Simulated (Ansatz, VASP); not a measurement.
## Cross-check of HC6 (C(110) slab, H on the bottom face) between VASP and Ansatz

Aim: how closely do two programs agree when they are given the same cell, functional and k mesh? The cell is taken from a series of runs on this material, whose earlier steps may have relaxed, scaled, displaced or heated it; both programs get it as it stands.

Calculated with Ansatz 0.2.0; plane waves, with VASP 6.6.1 beside it; single point at PBE with D3(BJ).

**1. The starting structure**

The cell holds 210 atoms: 180 C and 30 H. Cell: a = 12.611 Å, b = 10.701 Å, c = 19.196 Å, α = 90.0°, β = 90.0°, γ = 90.0°. It derives from C (diamond-structure). As first built, before any earlier steps moved the atoms (in the runner's words): diamond-structure C (a = 3.567 A), (110) slab of 6 atomic planes, 5 x 3 surface cells, H on the broken bonds of the bottom face; displaced by a Gaussian of 0.02 A. Vacuum lies along c.

**2. VASP: single point, PBE with D3(BJ)**

With cell and atoms fixed, the geometry can't cause a difference; cores, projectors, grids and the points listed under the comparison can.

Lines of VASP's logs that name or quote its potential files are left out, and so is its time.

Contents of INCAR:

```
SYSTEM = HC6
PREC = Accurate
ENCUT = 520
EDIFF = 1E-06
NELM = 120
ISMEAR = 0
SIGMA = 0.05
LREAL = Auto
ALGO = Normal
GGA = PE
IVDW = 12
NBANDS = 522
LORBIT = 11
LWAVE = .FALSE.
LCHARG = .FALSE.
ISIF = 2
LASPH = .TRUE.
GGA_COMPAT = .FALSE.
EFERMI = MIDGAP
```

Contents of POSCAR:

```
HC6
1.0
   12.6112500000      0.0000000000      0.0000000000
    0.0000000000     10.7010000000      0.0000000000
    0.0000000000      0.0000000000     19.1956100000
C H
180 30
Direct
    0.9004700000      0.1654400000      0.3586800000
    0.9996100000      0.0851600000      0.3587600000
    0.0021700000      0.9997400000      0.4243000000
    0.8990200000      0.2541700000      0.4247200000
    0.9023000000      0.1684300000      0.4906400000
    0.9994600000      0.0884200000      0.4912800000
    0.0021700000      0.0016900000      0.5562200000
    0.9017700000      0.2491300000      0.5549700000
    0.8983200000      0.1698400000      0.6222700000
    0.0029700000      0.0842800000      0.6229500000
    0.0008600000      0.0027900000      0.6881000000
    0.8974000000      0.2482100000      0.6865200000
    0.0993600000      0.1676600000      0.3580000000
    0.2010300000      0.0785800000      0.3603400000
    0.1990800000      0.9980200000      0.4263800000
    0.1023000000      0.2519100000      0.4265300000
    0.0982400000      0.1641000000      0.4912500000
    0.1944800000      0.0842000000      0.4908900000
    0.1983200000      0.0031100000      0.5539100000
    0.0979300000      0.2498400000      0.5549800000
    0.0974600000      0.1661800000      0.6229300000
    0.2001800000      0.0860300000      0.6215100000
    0.1979500000      0.0054900000      0.6880500000
    0.1025300000      0.2507000000      0.6896200000
    0.9005100000      0.5014100000      0.3606900000
    0.0000300000      0.4157800000      0.3586100000
    0.0019200000      0.3333700000      0.4249200000
    0.8959000000      0.5836600000      0.4265400000
    0.9022300000      0.5035100000      0.4889800000
    0.9977300000      0.4167100000      0.4917400000
[... 174 atom lines left out ...]
    0.6991100000      0.5611800000      0.3135900000
    0.8016700000      0.3568900000      0.3133000000
    0.5013800000      0.8920300000      0.3126000000
    0.6028100000      0.6937100000      0.3137200000
    0.7008400000      0.8940600000      0.3132700000
    0.7985000000      0.6939400000      0.3126800000
```

Contents of KPOINTS:

```
Automatic mesh
0
Gamma
1 1 1
0 0 0
```

PAW data sets: C and H (PBE family, release 64).

Started as:

```
$ export OMP_NUM_THREADS=3
$ mpirun -np 1 vasp_gam
```

Numbers of over 12 decimals in the logs are rounded to 6 here.

Log:

```text
[banner, memory and clock lines left out]
running    1 mpi-ranks, on    1 nodes
[...]
Offloading initialized ...    1 GPUs detected
[...]
LDA part: xc-table for (Slater+PW92), standard interpolation
 POSCAR, INCAR and KPOINTS ok, starting setup
[...]
entering main loop
       N       E                     dE             d eps       ncg     rms          rms(c)
DAV:   1     0.724742913496E+04    0.72474E+04   -0.39676E+05  1060   0.136E+03
DAV:   2    -0.880933099740E+03   -0.81284E+04   -0.77156E+04  1480   0.336E+02
DAV:   3    -0.172766287435E+04   -0.84673E+03   -0.83485E+03  1304   0.112E+02
DAV:   4    -0.175722213892E+04   -0.29559E+02   -0.29433E+02  1408   0.229E+01
[...]
DAV:  30    -0.168374331305E+04   -0.14081E-04   -0.51871E-07   880   0.578E-04    0.490E-04
DAV:  31    -0.168374331939E+04   -0.63400E-05   -0.49554E-07   864   0.526E-04    0.261E-04
DAV:  32    -0.168374332035E+04   -0.96302E-06   -0.14729E-07   856   0.305E-04
   1 F= -.17134431E+04 E0= -.17134431E+04  d E =-.879847E-19
```

Parts of OUTCAR (step 2):

```text
  FREE ENERGIE OF THE ION-ELECTRON SYSTEM (eV)
  ---------------------------------------------------
  free  energy   TOTEN  =     -1713.4430771861 eV

  energy  without entropy=    -1713.4430771861  energy(sigma->0) =    -1713.44307719
```

**3. Ansatz: single point, PBE with D3(BJ)**

Ansatz runs on its default PAW (the set named soft_2) files.

The same cell, functional, mesh and smearing now go to Ansatz, which takes its cutoff from its data sets.

Contents of input.yaml:

```yaml
crystal:
  lattice:
    - [12.61125, 0.0, 0.0]
    - [0.0, 10.701, 0.0]
    - [0.0, 0.0, 19.19561]
  atoms:
    - { symbol: C, position: [0.90047, 0.16544, 0.35868] }
    - { symbol: C, position: [0.99961, 0.08516, 0.35876] }
    - { symbol: C, position: [0.00217, 0.99974, 0.4243] }
    - { symbol: C, position: [0.89902, 0.25417, 0.42472] }
    - { symbol: C, position: [0.9023, 0.16843, 0.49064] }
    - { symbol: C, position: [0.99946, 0.08842, 0.49128] }
    - { symbol: C, position: [0.00217, 0.00169, 0.55622] }
    - { symbol: C, position: [0.90177, 0.24913, 0.55497] }
    - { symbol: C, position: [0.89832, 0.16984, 0.62227] }
    - { symbol: C, position: [0.00297, 0.08428, 0.62295] }
    - { symbol: C, position: [0.00086, 0.00279, 0.6881] }
    - { symbol: C, position: [0.8974, 0.24821, 0.68652] }
    - { symbol: C, position: [0.09936, 0.16766, 0.358] }
    - { symbol: C, position: [0.20103, 0.07858, 0.36034] }
    - { symbol: C, position: [0.19908, 0.99802, 0.42638] }
    - { symbol: C, position: [0.1023, 0.25191, 0.42653] }
    - { symbol: C, position: [0.09824, 0.1641, 0.49125] }
    - { symbol: C, position: [0.19448, 0.0842, 0.49089] }
    - { symbol: C, position: [0.19832, 0.00311, 0.55391] }
    - { symbol: C, position: [0.09793, 0.24984, 0.55498] }
    - { symbol: C, position: [0.09746, 0.16618, 0.62293] }
    - { symbol: C, position: [0.20018, 0.08603, 0.62151] }
    - { symbol: C, position: [0.19795, 0.00549, 0.68805] }
    - { symbol: C, position: [0.10253, 0.2507, 0.68962] }
    - { symbol: C, position: [0.90051, 0.50141, 0.36069] }
    - { symbol: C, position: [3.0e-05, 0.41578, 0.35861] }
    - { symbol: C, position: [0.00192, 0.33337, 0.42492] }
    - { symbol: C, position: [0.8959, 0.58366, 0.42654] }
    - { symbol: C, position: [0.90223, 0.50351, 0.48898] }
    - { symbol: C, position: [0.99773, 0.41671, 0.49174] }
[... 174 atom lines left out ...]
    - { symbol: H, position: [0.69911, 0.56118, 0.31359] }
    - { symbol: H, position: [0.80167, 0.35689, 0.3133] }
    - { symbol: H, position: [0.50138, 0.89203, 0.3126] }
    - { symbol: H, position: [0.60281, 0.69371, 0.31372] }
    - { symbol: H, position: [0.70084, 0.89406, 0.31327] }
    - { symbol: H, position: [0.7985, 0.69394, 0.31268] }
kpoints:
  mp_grid: { grid: [1, 1, 1] }
hamiltonian:
  xc: pbe
  dispersion: d3bj
scf:
  occupations: { method: gaussian, width: 0.05 }
output:
  forces: true
  populations: true
  dos:
    method: { smearing: { sigma: 0.15 } }
    de: 0.1
    projected:
      site_lists:
        C: [C]
        H: [H]
        hydrogen: [180, 181, 182, 183, 184, 185, 186, 187, 188, 189, 190, 191, 192, 193, 194, 195, 196, 197, 198, 199, 200, 201, 202, 203, 204, 205, 206, 207, 208, 209]
  eigenvalues: true
  write_density: true
  write_potential: true
  volumetric_format: npy
```

Started as:

```
$ ansatz run input.yaml --threads 4 --pin off --max-ram 8192MiB --backend cpu --events-out ev --progress --plain --runs-dir out
```

Log:

```text
Engine: ansatz 0.2.0, x86_64-unknown-linux-gnu
Pseudopotentials: kind: paw
Pseudopotential: C, paw, valence charge 4, recommended cutoff 420 eV (normal), C.paw.azcp
Pseudopotential: H, paw, valence charge 1, recommended cutoff 420 eV (normal), H.paw.azcp
Functional definition: PBE
  parameter kappa = 0.804
  parameter beta = 0.066725
  exchange = pbe_x(kappa = kappa, mu = beta*pi^2/3)
  correlation = pbe_c(beta = beta)
Crystal: 210 atoms, lattice volume = 2590.505 Å³
Basis set: ecut = 420 eV, 50557 PW (Γ), exchange–correlation on 180×144×270 points (8 copies of the dense FFT grid, shifted against one another)
Bands: 585, of which v1, the nominal top of the filled ones, is band 375 counted from 1 (374 counted from 0)
Symmetry: 1 space group operations
Space group: P1 (ITA 1), of the structure as read, at distance tolerance 1.4e-4 Å
k-points: 1
Non-local potential: C, projectors of the file, l = 0: 2, l = 1: 2, l = 2: 1
Non-local potential: H, projectors of the file, l = 0: 2, l = 1: 1
PAW form: soft (Blöchl's): semilocal exchange-correlation on the pseudo side does not see the compensation charge
PAW one-centre angular grid: C, 110 points (default); XC on 64 Gauss nodes
PAW one-centre angular grid: H, 110 points (default); XC on 64 Gauss nodes
Initial density: superposition of atomic densities (neutral atoms: chi_scale 0, normalization atom), corrected by the library's trained network
Initial wavefunctions: pseudopotential atomic-orbital guess
Functional: x = pbe(κ = 0.804, μ = 0.219515), c = pbe(β = 0.066725)
SCF iter   1: F=—  HF=-45598.113789 eV  |F-HF|=—  |Δ(HF+E_count)|=         —  Δρ=9.95e-3  dr2=1.78e1  ethr=1.77e-3  ⟨swp⟩=7.0  Hψ=3082  notcnv=0  defer=176
preconditioner: auto → LDOS  [metal: Δε(μ)=0.016 eV  Ē_g=15.658 eV  σ=0.050 eV  W_gap=0.18  n_scr=470 (ndim 8)  ℏωp=20.0 eV  f_vac=0.489  D(μ)=58.62/eV (n_scr^D=366)  β→1.0]
SCF iter   2: F=—  HF=-45597.071008 eV  |F-HF|=—  |Δ(HF+E_count)|=    1.04e0  Δρ=4.92e-3  dr2=3.04e0  ethr=1.77e-3  ⟨swp⟩=2.0  Hψ=681  notcnv=0  defer=198
preconditioner: auto → Resta (q_TF=auto, 2.219 Å⁻¹)  ε∞=2.6  [insulator: Δε(μ)=0.260 eV  Ē_g=15.595 eV  σ=0.050 eV  W_gap=1.00  n_scr=470 (ndim 8)  ℏωp=20.0 eV  f_vac=0.492  D(μ)=0.06/eV (n_scr^D=0)  ε∞_Penn≈2.6  vacuum switching on, ρ_ref=1.8e-2 e/Å³  β→0.5]
SCF iter   3: F=—  HF=-45596.729889 eV  |F-HF|=—  |Δ(HF+E_count)|=   3.41e-1  Δρ=4.56e-3  dr2=1.29e0  ethr=4.05e-4  ⟨swp⟩=3.0  Hψ=675  notcnv=0  defer=198
SCF iter   4: F=—  HF=-45596.678161 eV  |F-HF|=—  |Δ(HF+E_count)|=   5.17e-2  Δρ=4.11e-3  dr2=1.87e0  ethr=1.72e-4  ⟨swp⟩=2.0  Hψ=700  notcnv=0  defer=203
SCF iter   5: F=—  HF=-45596.553781 eV  |F-HF|=—  |Δ(HF+E_count)|=   1.24e-1  Δρ=1.56e-3  dr2=2.17e-1  ethr=1.72e-4  ⟨swp⟩=3.0  Hψ=1137  notcnv=0  defer=198
SCF iter   6: F=—  HF=-45596.533837 eV  |F-HF|=—  |Δ(HF+E_count)|=   1.99e-2  Δρ=8.75e-4  dr2=4.02e-2  ethr=2.90e-5  ⟨swp⟩=2.0  Hψ=715  notcnv=0  defer=198
SCF iter   7: F=—  HF=-45596.531507 eV  |F-HF|=—  |Δ(HF+E_count)|=   2.33e-3  Δρ=4.55e-4  dr2=1.17e-2  ethr=5.37e-6  ⟨swp⟩=2.0  Hψ=545  notcnv=0  defer=198
SCF iter   8: F=—  HF=-45596.531390 eV  |F-HF|=—  |Δ(HF+E_count)|=   1.17e-4  Δρ=2.39e-4  dr2=2.72e-3  ethr=1.56e-6  ⟨swp⟩=2.0  Hψ=406  notcnv=0  defer=198
SCF iter   9: F=—  HF=-45596.531513 eV  |F-HF|=—  |Δ(HF+E_count)|=   1.23e-4  Δρ=1.31e-4  dr2=1.17e-3  ethr=3.63e-7  ⟨swp⟩=3.0  Hψ=710  notcnv=0  defer=198
SCF iter  10: F=—  HF=-45596.531480 eV  |F-HF|=—  |Δ(HF+E_count)|=   3.27e-5  Δρ=6.99e-5  dr2=2.77e-4  ethr=1.56e-7  ⟨swp⟩=2.0  Hψ=545  notcnv=0  defer=198
SCF iter  11: F=—  HF=-45596.531500 eV  |F-HF|=—  |Δ(HF+E_count)|=   2.01e-5  Δρ=4.25e-5  dr2=8.86e-5  ethr=3.70e-8  ⟨swp⟩=3.0  Hψ=686  notcnv=0  defer=198
SCF iter  12: F=—  HF=-45596.534912 eV  |F-HF|=—  |Δ(HF+E_count)|=   3.41e-3  Δρ=2.87e-5  dr2=2.74e-5  ethr=1.18e-8  ⟨swp⟩=2.0  Hψ=586  notcnv=0  defer=198
SCF iter  13: F=—  HF=-45596.534920 eV  |F-HF|=—  |Δ(HF+E_count)|=   7.78e-6  Δρ=2.31e-5  dr2=2.06e-5  ethr=3.65e-9  ⟨swp⟩=3.0  Hψ=710  notcnv=0  defer=198
SCF iter  14: F=—  HF=-45596.534924 eV  |F-HF|=—  |Δ(HF+E_count)|=   3.67e-6  Δρ=1.14e-5  dr2=5.67e-6  ethr=2.74e-9  ⟨swp⟩=2.0  Hψ=407  notcnv=0  defer=198
SCF iter  15: F=—  HF=-45596.534925 eV  |F-HF|=—  |Δ(HF+E_count)|=   1.82e-6  Δρ=6.33e-6  dr2=1.63e-6  ethr=7.56e-10  ⟨swp⟩=2.0  Hψ=756  notcnv=0  defer=198
SCF iter  16: F=—  HF=-45596.534926 eV  |F-HF|=—  |Δ(HF+E_count)|=   3.70e-7  Δρ=3.50e-6  dr2=2.40e-7  ethr=2.17e-10  ⟨swp⟩=2.0  Hψ=757  notcnv=0  defer=198
SCF iter  17: F=—  HF=-45596.534926 eV  |F-HF|=—  |Δ(HF+E_count)|=   1.85e-7  Δρ=2.04e-6  dr2=1.62e-7  ethr=1.33e-11  ⟨swp⟩=39.0  Hψ=7471  notcnv=0
SCF iter  18: F=-45596.534926 eV  HF=-45596.534926 eV  |F-HF|=1.24e-10  |Δ(HF+E_count)|=   2.38e-8  Δρ=9.55e-7  dr2=2.28e-8  ethr=1.33e-11  ⟨swp⟩=10.0  Hψ=3796  notcnv=0
SCF 1 converged in 18 iterations: F = -45596.534926 eV  dr2 = 2.28e-8
[...]
--- Löwdin populations: 210 sites ---
  site symbol       q [e]
     0      C      4.1281
     1      C      4.1236
     2      C      3.9801
     3      C      3.9796
     4      C      3.9820
     5      C      3.9793
     6      C      3.9891
     7      C      3.9869
     8      C      3.9590
     9      C      3.9591
    10      C      3.9991
    11      C      4.0086
    12      C      4.1161
    13      C      4.1206
    14      C      3.9768
    15      C      3.9807
    16      C      3.9771
    17      C      3.9797
    18      C      3.9870
    19      C      3.9896
    20      C      3.9518
    21      C      3.9592
    22      C      4.0091
    23      C      4.0066
[...]
202      H      0.8406
   203      H      0.8433
   204      H      0.8212
   205      H      0.8516
   206      H      0.8369
   207      H      0.8505
   208      H      0.8437
   209      H      0.8361
  spilling = 0.005435 (of n_electrons = 750.000000)
```

In the SCF lines HF is the Harris–Foulkes energy and dr2 the Hartree energy of the density residual, in eV; the loop may stop once dr2 is under the threshold and the program's other checks hold. Hψ counts applications of the Hamiltonian.

**4. Side by side**

Known differences besides the potentials themselves: the cutoff is 420 eV in Ansatz and 520 eV in VASP (PREC = Accurate, projectors in real space). Total energies have different zeros and are not compared.

The two programs side by side:

```
              quantity  Ansatz   VASP  difference
gap on the k mesh (eV)   0.637  0.640      -0.003
```

Forces on 9 of the 210 atoms, those with the largest forces and the largest differences (eV/Å; atoms numbered as in POSCAR):

```
atom         Ansatz x, y, z           VASP x, y, z
 C12   1.199, 5.040, -0.672   1.219, 5.032, -0.639
 C23  0.656, -5.105, -1.371  0.665, -5.095, -1.347
 C47  0.578, -5.139, -0.547  0.586, -5.129, -0.519
 C60  -0.167, 4.851, -0.844  -0.168, 4.842, -0.816
 C95  1.018, -5.270, -0.166  1.026, -5.266, -0.135
 C96  -1.008, 4.477, -1.303  -1.022, 4.453, -1.275
C132  -0.193, 4.754, -1.349  -0.203, 4.736, -1.322
C143  0.924, -4.059, -1.511  0.948, -4.032, -1.491
C144  -0.421, 4.774, -1.332  -0.437, 4.762, -1.305
```

The forces differ by 11 meV/Å r.m.s., which is 0.8 % of the r.m.s. force of 1.421 eV/Å (both taken over all components). A gap on the mesh is an upper bound, since the band edges may lie between its points. With vacuum in the cell, a pressure given here is an average over mostly empty space and none of the material.

**5. Outcome**

```yaml
r_m_s_force_difference_single_point_pbe_with_d3_bj: 0.77 % of the r.m.s. force
```

The r.m.s. force difference is 0.77 % of the r.m.s. force (single point, PBE with D3(BJ)), within the 3 % picked in this series as the mark of a large difference. Such differences can come from data sets, numerical settings and the points named under the comparisons, not from the functional's error against experiment.

[Lines on the potential files, build, host, timing and source positions are cut from VASP's logs without a mark.]

[Logs are printed without paths, hosts, clocks, repeated set-up lines and the standing remarks that a program may print on its own settings, such as how far it seeks lower states.]

[Hosts, paths, dates, database ids (printed as entryN), source tags and the programs' standing remarks are cut or masked in the printed files.]
